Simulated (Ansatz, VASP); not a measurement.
# Cross-check of SnSe between VASP and Ansatz, part 2 of 2

One calculation is typed for both programs; each brings its own data sets. How far apart do they land? The cell is taken from a series of runs on this material, whose earlier steps may have relaxed, scaled, displaced or heated it; both programs get it as it stands.

VASP 6.6.1 and Ansatz 0.2.0.

So far: Set-up; VASP: single point, PBE0.

### 3. Ansatz: single point, PBE0

Level of this step: Ansatz beside VASP: Kohn-Sham DFT, plane waves, PBE0 (Ansatz).

Ansatz runs on its default PAW (the set named soft_2) files.

The same cell, functional and mesh now go to Ansatz, which takes its cutoff from its data sets.

input.yaml

```yaml
crystal:
  lattice:
    - [11.5022, 0.0, 0.0]
    - [0.0, 4.154, 0.0]
    - [0.0, 0.0, 4.4445]
  atoms:
    - { symbol: Sn, position: [0.6180906623, 0.75, 0.397535038] }
    - { symbol: Sn, position: [0.8819093377, 0.25, 0.897535038] }
    - { symbol: Sn, position: [0.3819093377, 0.25, 0.602464962] }
    - { symbol: Sn, position: [0.1180906623, 0.75, 0.102464962] }
    - { symbol: Se, position: [0.1433532693, 0.25, 0.5232051378] }
    - { symbol: Se, position: [0.6433532693, 0.25, 0.9767948622] }
    - { symbol: Se, position: [0.3566467307, 0.75, 0.0232051378] }
    - { symbol: Se, position: [0.8566467307, 0.75, 0.4767948622] }
kpoints:
  mp_grid: { grid: [2, 4, 4] }
  band_path:
    path:
      - [0.0, 0.0, 0.0]
      - [0.5, 0.0, 0.0]
      - [0.5, 0.5, 0.0]
      - [0.0, 0.5, 0.0]
      - [0.0, 0.0, 0.5]
      - [0.5, 0.0, 0.5]
      - [0.5, 0.5, 0.5]
      - [0.0, 0.5, 0.5]
      - [0.0, 0.0, 0.35]
      - [0.0, 0.3333333333, 0.0]
    npoints: 1
hamiltonian:
  xc: pbe0
scf:
  occupations: { method: fixed }
  n_extra_bands: 6
output:
  eigenvalues: true
```

On the command line:

```
$ ansatz run input.yaml --threads 3 --pin off --max-ram 92160MiB --backend cuda --events-out ev --progress --plain --runs-dir out --devices 1 --max-vram 13GiB
```

Numbers of over 12 decimals in the logs are rounded to 6 here.

Log:

```text
scf.n_extra_bands = 6 over 60 filled bands (N_el = 120.0): the run solves 66 bands
GPUs: using 1 of 1 available (devices: 1).
Engine: ansatz 0.2.0, x86_64-unknown-linux-gnu
Pseudopotentials: kind: paw
Pseudopotential: Sn, paw, valence charge 14, recommended cutoff 420 eV (normal), Sn.paw.azcp
Pseudopotential: Se, paw, valence charge 16, recommended cutoff 420 eV (normal), Se.paw.azcp
Functional definition: PBE0
  parameter a = 0.25
  parameter kappa = 0.804
  parameter beta = 0.066725
  exchange = (1 - a)*pbe_x(kappa = kappa, mu = beta*pi^2/3) + a*exact_x
  correlation = pbe_c(beta = beta)
davidson cushion auto → on  (no smearing: the cushion is to keep the highest requested band from converging to the state above it; pin scf.eigensolver.cushion to override)
device memory: the entry about to start is reckoned to put 3.5 GiB on a device that reports 57.6 GiB free (of which the cap on the GPU budget leaves the run 13.0 GiB)
GPU FFT provider: cuFFT
GPU libraries: cuBLAS 13.8.2, cuFFT 12.4.0, cuSOLVER 12.3.4
Crystal: 8 atoms, lattice volume = 212.359 Å³
Basis set: ecut = 420 eV, 4145 PW (Γ)
Bands: 66, of which v1, the nominal top of the filled ones, is band 60 counted from 1 (59 counted from 0)
Symmetry: 8 space group operations
Space group: Pnma (ITA 62), of the structure as read, at distance tolerance 6.0e-5 Å
k-points: 18 of 32
Non-local potential: Sn, projectors of the file, l = 0: 2, l = 1: 2, l = 2: 2, l = 3: 2
Non-local potential: Se, projectors of the file, l = 0: 2, l = 1: 2, l = 2: 3, l = 3: 1
PAW form: soft (Blöchl's): semilocal exchange-correlation on the pseudo side does not see the compensation charge
PAW frozen core: Sn, regenerated for the run's functional, and the local potential with it (the file was generated under x = pbe(κ = 0.804, μ = 0.219515), c = pbe(β = 0.066725))
PAW frozen core: Se, regenerated for the run's functional, and the local potential with it (the file was generated under x = pbe(κ = 0.804, μ = 0.219515), c = pbe(β = 0.066725))
PAW one-centre angular grid: Sn, 590 points (default); XC on 64 Gauss nodes
PAW one-centre angular grid: Se, 590 points (default); XC on 64 Gauss nodes
Initial density: superposition of atomic densities (neutral atoms: chi_scale 0, normalization atom), corrected by the library's trained network
Initial wavefunctions: pseudopotential atomic-orbital guess
GPU buffer pool allocated for 72000 grid points (all kernels)
GPU transforms: local potential and band sums: pruned to the plane-wave sphere, on 80×27×30
Functional: x = pbe(κ = 0.804, μ = 0.219515), c = pbe(β = 0.066725), warm-up for x = 0.75 pbe(κ = 0.804, μ = 0.219515) + 0.25 exact, c = pbe(β = 0.066725)
SCF iter   1: F=—  HF=-45976.621243 eV  |F-HF|=—  |Δ(HF+E_count)|=         —  Δρ=1.41e-3  dr2=4.52e-3  ethr=1.77e-3  ⟨swp⟩=6.4  Hψ=4710  notcnv=0
preconditioner: auto → none  [insulator: Δε(μ)=0.844 eV  Ē_g=15.734 eV  n_scr=56 (ndim 8)  ℏωp=22.8 eV  f_vac=0.001]
SCF iter   2: F=—  HF=-45976.623952 eV  |F-HF|=—  |Δ(HF+E_count)|=   2.71e-3  Δρ=7.15e-4  dr2=1.41e-3  ethr=3.77e-6  ⟨swp⟩=4.7  Hψ=4568  notcnv=0  defer=1
SCF iter   3: F=—  HF=-45976.623888 eV  |F-HF|=—  |Δ(HF+E_count)|=   6.31e-5  Δρ=3.83e-4  dr2=2.16e-4  ethr=1.18e-6  ⟨swp⟩=3.9  Hψ=3152  notcnv=0
SCF iter   4: F=-45976.624066 eV  HF=-45976.624065 eV  |F-HF|=2.82e-7  |Δ(HF+E_count)|=   1.77e-4  Δρ=1.38e-4  dr2=4.80e-5  ethr=1.80e-7  ⟨swp⟩=3.7  Hψ=3114  notcnv=0
SCF 1 stopped early in 4 iterations: F = -45976.624066 eV  dr2 = 4.80e-5
  greatest PAW one-centre occupation: 1.000 electrons in one spin orbital (limit 2), on the Se atom at site 6 (counted from 0), in its partial waves of l = 2
device memory: the entry about to start is reckoned to put 4.4 GiB (of the 4.5 GiB reckoned in all, the device holds 0.1 GiB already) on a device that reports 57.4 GiB free (of which the cap on the GPU budget leaves the run 12.9 GiB)
GPU FFT provider: cuFFT
GPU libraries: cuBLAS 13.8.2, cuFFT 12.4.0, cuSOLVER 12.3.4
Initial density: handed on by an earlier stage of this run
Initial wavefunctions: those handed on with the density
GPU buffer pool allocated for 72000 grid points (all kernels)
GPU transforms: local potential and band sums: pruned to the plane-wave sphere, on 80×27×30
Functional: x = 0.75 pbe(κ = 0.804, μ = 0.219515) + 0.25 exact, c = pbe(β = 0.066725)
Exchange kernel: α = 0.2500, full range, Wigner–Seitz truncation, v(0) = 12177.3912 eV·Å³, q-mesh 2×4×4, nearest image of the exchange supercell L = 16.62 Å, pair-density grid 50×20×20, without the augmentation charges, whose exchange is taken in its separable form by FFT convolution over the k-point mesh (sized by the pseudopotential files, 80×30×30 at the most), smooth part of the exact exchange by density-matrix convolution in up to 5.72 GiB of GPU memory as planned if the GPU has room (build and FFT work areas not counted)
Frozen-core exchange: fock
SCF iter   1: F=—  HF=-45995.540812 eV  |F-HF|=—  |Δ(HF+E_count)|=         —  Δρ=4.80e-3  dr2=4.86e-2  ethr=4.00e-7  ⟨swp⟩=8.3  Hψ=6819  notcnv=0
preconditioner: auto → none  [insulator: Δε(μ)=1.761 eV  Ē_g=9.604 eV  n_scr=56 (ndim 8)  ℏωp=16.1 eV  f_vac=0.001]
SCF iter   2: F=—  HF=-45995.512472 eV  |F-HF|=—  |Δ(HF+E_count)|=   2.83e-2  Δρ=2.30e-3  dr2=1.06e-2  ethr=4.00e-7  ⟨swp⟩=5.3  Hψ=5220  notcnv=0
SCF iter   3: F=—  HF=-45995.510782 eV  |F-HF|=—  |Δ(HF+E_count)|=   1.69e-3  Δρ=7.97e-4  dr2=8.05e-3  ethr=4.00e-7  ⟨swp⟩=4.0  Hψ=3814  notcnv=0
SCF iter   4: F=—  HF=-45995.555577 eV  |F-HF|=—  |Δ(HF+E_count)|=   4.48e-2  Δρ=1.02e-3  dr2=2.81e-3  ethr=4.00e-7  ⟨swp⟩=4.8  Hψ=5044  notcnv=0
SCF iter   5: F=—  HF=-45995.554681 eV  |F-HF|=—  |Δ(HF+E_count)|=   8.96e-4  Δρ=1.76e-4  dr2=5.10e-4  ethr=4.00e-7  ⟨swp⟩=4.0  Hψ=4450  notcnv=0
SCF iter   6: F=—  HF=-45995.556776 eV  |F-HF|=—  |Δ(HF+E_count)|=   2.10e-3  Δρ=2.64e-4  dr2=2.20e-4  ethr=9.24e-8  ⟨swp⟩=4.3  Hψ=3930  notcnv=0
iter 7 solved again at ethr=2.30e-9 eV; its pass at ethr=9.24e-8 eV (dr2=2.76e-6 eV) is discarded
SCF iter   7: F=-45995.556717 eV  HF=-45995.556718 eV  |F-HF|=8.37e-7  |Δ(HF+E_count)|=   5.81e-5  Δρ=4.29e-5  dr2=3.98e-5  ethr=2.30e-9  ⟨swp⟩=4.0  Hψ=6404  notcnv=0
SCF 2 stopped early in 7 iterations: F = -45995.556717 eV  dr2 = 3.98e-5
  greatest PAW one-centre occupation: 1.000 electrons in one spin orbital (limit 2), on the Se atom at site 7 (counted from 0), in its partial waves of l = 2
hybrid outer 1: dexx = +5.562e-2 eV, tail = 5.52e-4 eV
GPU FFT provider: cuFFT
GPU libraries: cuBLAS 13.8.2, cuFFT 12.4.0, cuSOLVER 12.3.4
GPU buffer pool allocated for 72000 grid points (all kernels)
GPU transforms: local potential and band sums: pruned to the plane-wave sphere, on 80×27×30
Exchange kernel: α = 0.2500, full range, Wigner–Seitz truncation, v(0) = 12177.3912 eV·Å³, q-mesh 2×4×4, nearest image of the exchange supercell L = 16.62 Å, pair-density grid 50×20×20, without the augmentation charges, whose exchange is taken in its separable form by FFT convolution over the k-point mesh (sized by the pseudopotential files, 80×30×30 at the most), smooth part of the exact exchange by density-matrix convolution in up to 5.72 GiB of GPU memory as planned if the GPU has room (build and FFT work areas not counted)
Frozen-core exchange: fock
SCF iter   1: F=—  HF=-45995.556004 eV  |F-HF|=—  |Δ(HF+E_count)|=         —  Δρ=6.05e-5  dr2=1.24e-5  ethr=2.30e-6  ⟨swp⟩=2.7  Hψ=2654  notcnv=0
preconditioner: auto → none  [insulator: Δε(μ)=1.782 eV  Ē_g=9.596 eV  n_scr=56 (ndim 8)  ℏωp=16.1 eV  f_vac=0.001]
SCF iter   2: F=—  HF=-45995.556036 eV  |F-HF|=—  |Δ(HF+E_count)|=   3.19e-5  Δρ=4.12e-5  dr2=4.77e-6  ethr=7.54e-9  ⟨swp⟩=5.0  Hψ=4877  notcnv=0
iter 3 solved again at ethr=1.53e-10 eV; its pass at ethr=2.92e-9 eV (dr2=1.84e-7 eV) is discarded
SCF iter   3: F=—  HF=-45995.556035 eV  |F-HF|=—  |Δ(HF+E_count)|=   1.07e-6  Δρ=1.63e-5  dr2=4.32e-7  ethr=1.53e-10  ⟨swp⟩=3.0  Hψ=5903  notcnv=0
SCF iter   4: F=-45995.556037 eV  HF=-45995.556037 eV  |F-HF|=2.46e-8  |Δ(HF+E_count)|=   1.92e-6  Δρ=4.92e-6  dr2=6.63e-8  ethr=1.46e-10  ⟨swp⟩=4.8  Hψ=4068  notcnv=0
SCF 3 converged in 4 iterations: F = -45995.556037 eV  dr2 = 6.63e-8
hybrid outer 2: dexx = +2.117e-5 eV, tail = 5.27e-7 eV, Δε = 2.52e-3 eV (about 1.33e-4 eV left of the loop's levels)
device memory: the entry about to start is reckoned to put 1.4 GiB on a device that reports 55.9 GiB free (of which the cap on the GPU budget leaves the run 13.0 GiB)
NSCF: frozen V_eff on 10 k-points
hybrid SCF converged: 2 outer / 11 inner (+4 warm-up), last move |dexx| = 2.12e-5 eV, tail = 5.27e-7 eV
Stability not checked: this state was not tested for a lower state beside it, because the functional holds exact exchange (a hybrid, or Hartree-Fock), whose exchange loop this test does not read (fock_operator; see scf.lower_state_search)
Free energy (F): -45995.556036 eV
Frozen-core exchange: fock
Harris-Foulkes:  -45995.556036 eV  (|F-HF|=2.46e-8)
Internal energy: -45995.556036 eV  (E = F + TS)
E sigma→0 (E₀):  -45995.556036 eV
Fermi energy:    8.388627 eV
--- Per-component energies (eV) ---
  E_band       = -2219.454871
  E_kinetic    = 1210.818342
  E_local      = -13180.483725  (includes V_loc(G=0)·N_el)
  E_nonlocal   = -2519.317572
  E_hartree    = 6964.023685
  E_xc         = -1493.488512
  E_vxc        = -601.324971  (∫ρ·V_xc dr)
  E_exx        = -467.215528  (= α·E_x^exact, valence–valence)
  E_paw        = -24183.321899  (= ΣΔE_a)
  E_vpaw       = -122.758898  (= ΣTr[D̂ρ^β])
  E_aug_tail   = -0.002351  (compensation charges beyond the density's cutoff)
  E_ewald      = -12323.275503
  E_core_change = -3.292975  (= ΣΔE_core)
  E_smearing   = -0.000000  (= −TS)
  E_closure    = -0.000000  (closes the sum)
  Σ components = -45995.556036   (vs F -45995.556036, Δ=0.00e0)
--- Band table (eV; the first three rows and the last of 18) ---
  k-point 0: bands = [... 56 lower, 6.6269, 7.1025, 7.5832, 7.8290, 10.1717, 12.6684, 12.7579, 12.8032, ... 2 higher]
  k-point 1: bands = [... 56 lower, 7.0961, 7.3037, 7.8049, 8.2314, 10.5392, 10.9416, 11.8496, 11.9005, ... 2 higher]
  k-point 2: bands = [... 56 lower, 7.7418, 7.7418, 8.3829, 8.3829, 10.7947, 10.7947, 11.2038, 11.2038, ... 2 higher]
  k-point 17: bands = [... 56 lower, 6.6565, 6.6565, 6.6565, 6.6565, 12.1181, 12.1181, 12.1181, 12.1181, ... 2 higher]
```

The column dr2 measures how far the density is from self-consistency, as an energy; F and HF (Harris–Foulkes) agree once it is small.

### 4. Differences

Known differences besides the potentials themselves: exact exchange at q = 0 is treated differently, which shows on coarse meshes; VASP keeps PBE cores, Ansatz makes them for the functional; fixed occupations in Ansatz, narrow Gaussian smearing in VASP; the data sets hold 120 valence electrons in Ansatz (on its default PAW (the set named soft_2) files) and 80 in VASP; the cutoff is 420 eV in Ansatz and 400 eV in VASP; VASP takes a coarser grid for exact exchange (PRECFOCK = Fast). Total energies have different zeros and are not compared.

The two programs side by side:

```
              quantity  Ansatz   VASP  difference
gap on the k mesh (eV)   1.783  1.817      -0.034
```

A gap on the mesh is an upper bound, since the band edges may lie between its points.

### 5. What came out

| Property | Result |
| --- | --- |
| difference in gap on the k mesh (single point, PBE0) | -0.034 eV |

The difference in gap on the k mesh is -0.034 eV (single point, PBE0), within the 0.08 eV picked in this series as the mark of a large difference. The data sets hold unlike numbers of valence electrons (120 in Ansatz and 80 in VASP), so part of the differences comes from the potentials. How closely two codes agree says nothing of how well the functional describes the real material.

[Lines on the potential files, build, host, timing and source positions are cut from VASP's logs without a mark.]

[Logs are printed without paths, hosts, clocks, repeated set-up lines and the standing remarks that a program may print on its own settings, such as how far it seeks lower states.]

[Hosts, paths, dates, database ids (printed as entryN), source tags and the programs' standing remarks are cut or masked in the printed files.]
